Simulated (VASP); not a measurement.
```
CdF2
1.0
    0.00000     2.70863     2.70863
    2.70863     0.00000     2.70863
    2.70863     2.70863     0.00000
Cd F
1 2
Direct
  0.00000   0.00000   0.00000
  0.25000   0.25000   0.25000
  0.75000   0.75000   0.75000
```

Computed with AM05 GGA, VASP's PBE PAW potentials (set 64) (plane waves; VASP). Numerical set-up: 520 eV cut-off, Gaussian smearing of 0.050 eV, potentials Cd F.

Estimate the band gap (along the path) with the smallest direct gap where there is one.

- band gap (along the path) = 2.97 eV
- smallest direct gap (along the path) = 3.49 eV

Only differences to runs with the same potentials and settings are physical.

The compound is CdF2 in the fluorite structure. It was relaxed first.
